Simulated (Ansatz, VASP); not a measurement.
# Cross-check of Ge (Germanium) between VASP and Ansatz, part 2 of 2

One calculation is typed for both programs; each brings its own data sets and cutoff. How far apart do they land?

VASP 6.6.1 and Ansatz 0.2.0.

So far. Step 3 (VASP: band structure, r2SCAN): The run ends at a pressure of 0.24 GPa.

## (4) Comparison

Known differences besides the potentials themselves: VASP keeps PBE cores, Ansatz makes them for the functional; the cutoff is 500 eV in Ansatz and 400 eV in VASP. Total energies have different zeros and are not compared.

The two programs side by side:

| quantity | Ansatz | VASP | difference |
| --- | --- | --- | --- |
| gap over the path points (eV) | 0.446 | 0.428 | +0.018 |

Levels at points of the path, from each program's valence-band top (eV; 3 filled, then empty):

| k (reciprocal lattice) | Ansatz | VASP |
| --- | --- | --- |
| 0.000 0.000 0.000 | 0.00 0.00 0.00 0.45 2.73 2.73 | 0.00 0.00 0.00 0.43 2.71 2.71 |
| 0.182 0.000 0.182 | -3.47 -1.50 -1.50 1.67 3.21 4.95 | -3.47 -1.51 -1.51 1.67 3.19 4.95 |
| 0.364 0.000 0.364 | -6.92 -2.89 -2.89 0.81 1.94 8.34 | -6.93 -2.91 -2.91 0.81 1.94 8.34 |
| 0.500 0.000 0.500 | -9.21 -3.22 -3.22 0.98 0.98 10.13 | -9.22 -3.24 -3.24 0.98 0.98 10.10 |
| 0.500 0.091 0.591 | -9.18 -3.51 -3.51 1.67 1.67 8.95 | -9.20 -3.53 -3.53 1.67 1.67 8.94 |
| 0.500 0.182 0.682 | -9.12 -3.94 -3.94 3.30 3.30 6.63 | -9.14 -3.95 -3.95 3.30 3.30 6.63 |
| 0.500 0.250 0.750 | -9.11 -4.05 -4.05 4.70 4.70 5.06 | -9.12 -4.07 -4.07 4.69 4.69 5.07 |
| 0.455 0.295 0.750 | -8.77 -4.31 -3.58 3.08 4.60 6.01 | -8.79 -4.33 -3.60 3.08 4.60 6.01 |
| 0.409 0.341 0.750 | -8.62 -4.46 -2.98 1.77 4.46 7.20 | -8.63 -4.48 -2.99 1.77 4.46 7.20 |
| 0.375 0.375 0.750 | -8.59 -4.50 -2.76 1.40 4.43 7.74 | -8.60 -4.52 -2.78 1.40 4.43 7.72 |

Among the levels compared at these points, filled levels agree within 19 meV and empty ones within 22 meV. Not compared: the pressure (VASP's GW data sets at this cutoff don't carry it).

## (5) VASP: single point, r2SCAN

With cell and atoms fixed, the geometry can't cause a difference; cores, projectors, grids and the points listed under the comparison can. The cell compared in this pair holds 46.64 Å³, against 45.28 Å³ for the pair before.

INCAR

```
SYSTEM = Ge
PREC = Accurate
ENCUT = 400
EDIFF = 1E-08
NELM = 100
ISMEAR = 0
SIGMA = 0.01
LREAL = .FALSE.
ALGO = Normal
METAGGA = R2SCAN
LASPH = .TRUE.
NBANDS = 20
LORBIT = 11
LWAVE = .TRUE.
LCHARG = .FALSE.
KPAR = 8
```

POSCAR

```
Ge
1.0
    0.0000000000      2.8569208316      2.8569208316
    2.8569208316      0.0000000000      2.8569208316
    2.8569208316      2.8569208316      0.0000000000
Ge
2
Direct
    0.7500000000      0.7500000000      0.7500000000
    0.5000000000      0.5000000000      0.5000000000
```

KPOINTS

```
Automatic mesh
0
Gamma
6 6 6
0 0 0
```

PAW data sets: Ge_d_GW (PBE family, release 64).

Launch:

```console
$ mpirun -np 8 vasp_std
```

Numbers of over 12 decimals in the logs are rounded to 6 here.

Log:

```text
[banner, memory and clock lines left out]
running    8 mpi-ranks, on    1 nodes
[...]
[... a notice as in an earlier step ...]

 [... a notice as in an earlier step ...]

 LDA part: xc-table for (None), standard interpolation
 POSCAR, INCAR and KPOINTS ok, starting setup
[...]
entering main loop
       N       E                     dE             d eps       ncg     rms          rms(c)
DAV:   1     0.211877068682E+03    0.21188E+03   -0.14223E+04   652   0.288E+03
DAV:   2     0.811867843503E+01   -0.20376E+03   -0.20040E+03   648   0.563E+02
DAV:   3    -0.285354595150E+02   -0.36654E+02   -0.36492E+02   740   0.176E+02
DAV:   4    -0.306493013490E+02   -0.21138E+01   -0.21129E+01   732   0.575E+01
[...]
DAV:  17    -0.277087078370E+02    0.10396E-07   -0.17488E-09   416   0.766E-04    0.471E-05
DAV:  18    -0.277087078735E+02   -0.36483E-07   -0.42190E-10   416   0.231E-04    0.140E-05
DAV:  19    -0.277087078752E+02   -0.16671E-08   -0.11123E-10   408   0.217E-04
   1 F= -.27708708E+02 E0= -.27708708E+02  d E =-.772210E-17
 writing wavefunctions
```

OUTCAR, selected parts (step 5):

```text
  Total       -0.5291846     -0.5291846     -0.5291846     -0.0000000      0.0000000     -0.0000000
  in kB      -18.1799709    -18.1799709    -18.1799709     -0.0000000      0.0000000     -0.0000000
  external PRESSURE =     -18.1799709 kB  Pullay stress =       0.0000000 kB

 POSITION                                       TOTAL-FORCE (eV/Angst)
 -----------------------------------------------------------------------------------
      4.28538      4.28538      4.28538        -0.000000     -0.000000     -0.000000
      2.85692      2.85692      2.85692         0.000000      0.000000      0.000000
 -----------------------------------------------------------------------------------
    total drift:                                0.000000      0.000000      0.000000

  FREE ENERGIE OF THE ION-ELECTRON SYSTEM (eV)
  ---------------------------------------------------
  free  energy   TOTEN  =       -27.7087078752 eV

  energy  without entropy=      -27.7087078752  energy(sigma->0) =      -27.70870788

[... 1 part as in an earlier step ...]

[... 2 further parts left out ...]
[key lines of the parts left out:]
E-fermi :   2.5786
```

The run ends at a pressure of -1.82 GPa.

## (6) Ansatz: single point, r2SCAN

The same cell, functional, mesh and smearing now go to Ansatz, which takes its cutoff from its data sets.

input.yaml

```yaml
crystal:
  lattice:
    - [0.0, 2.8569208316, 2.8569208316]
    - [2.8569208316, 0.0, 2.8569208316]
    - [2.8569208316, 2.8569208316, 0.0]
  atoms:
    - { symbol: Ge, position: [0.75, 0.75, 0.75] }
    - { symbol: Ge, position: [0.5, 0.5, 0.5] }
hamiltonian:
  xc: r2scan
  pseudopotentials: { kind: paw }
kpoints:
  mp_grid: { grid: [6, 6, 6] }
scf:
  occupations: { method: gaussian, width: 0.01 }
  n_extra_bands: 4
output:
  forces: true
  stress: true
  eigenvalues: true
  write_density: true
  write_potential: true
  elf: true
  volumetric_format: npy
```

Launch:

```console
$ ansatz run input.yaml --threads 2 --pin off --max-ram 4608MiB --backend cpu --events-out ev --progress --plain --runs-dir out
```

Log:

```text
[...]
Crystal: 2 atoms, lattice volume = 46.636 Å³
Basis set: ecut = 500 eV, 1243 PW (Γ), exchange–correlation on 120×120×120 points (64 copies of the dense FFT grid, shifted against one another)
Bands: 18, of which v1, the nominal top of the filled ones, is band 14 counted from 1 (13 counted from 0)
Symmetry: 48 space group operations
[...]
k-points: 16 of 216
[...]
--- Band table (eV; the first three rows and the last of 16) ---
  k-point 0: bands = [... 10 lower, -5.0725, 7.9968, 7.9968, 7.9968, 8.1564, 10.7088, 10.7088, 10.7088]
  k-point 1: bands = [... 10 lower, -4.7290, 4.7952, 7.4687, 7.4687, 9.1162, 11.4154, 11.4154, 12.3900]
  k-point 2: bands = [... 10 lower, -3.7794, 1.8081, 6.8072, 6.8072, 8.5877, 11.9941, 11.9941, 15.3922]
  k-point 15: bands = [... 10 lower, -1.0293, -1.0293, 4.2530, 4.2530, 10.9549, 10.9549, 14.8932, 14.8932]
[key lines of the parts left out:]
SCF converged after 6 iterations
Free energy (F): -8605.769791 eV
Fermi energy:    8.076965 eV
P = ⅓ Tr σ = -1.5238 GPa (-15.238 kbar)
```

Wall time 1.4 s (2 threads of AMD EPYC 7B13 (Zen 3), shared host); peak memory 0.47 GiB; 2.4 s of CPU time.

The run ends at a pressure of -1.52 GPa.

## (7) Differences

The two programs side by side:

| quantity | Ansatz | VASP | difference |
| --- | --- | --- | --- |
| gap on the k mesh (eV) | 0.160 | 0.145 | +0.014 |

Not compared: the pressure (VASP's GW data sets at this cutoff don't carry it). A gap on the mesh is an upper bound, since the band edges may lie between its points.

## (8) What came out

```json
{"difference in gap over the path points (band structure, r2SCAN)": "0.018 eV", "difference in gap on the k mesh (single point, r2SCAN)": "0.014 eV"}
```

**Reading.** The difference in gap over the path points is 0.018 eV (band structure, r2SCAN), within the 0.08 eV picked in this series as the mark of a large difference. How closely two codes agree says nothing of how well the functional describes the real material.

[Lines on the potential files, build, host, timing and source positions are cut from VASP's logs without a mark.]

[Logs are printed without paths, hosts, clocks, repeated set-up lines and the standing remarks that a program may print on its own settings, such as how far it seeks lower states.]

[Hosts, paths, dates, database ids (printed as entryN), source tags and the programs' standing remarks are cut or masked in the printed files.]
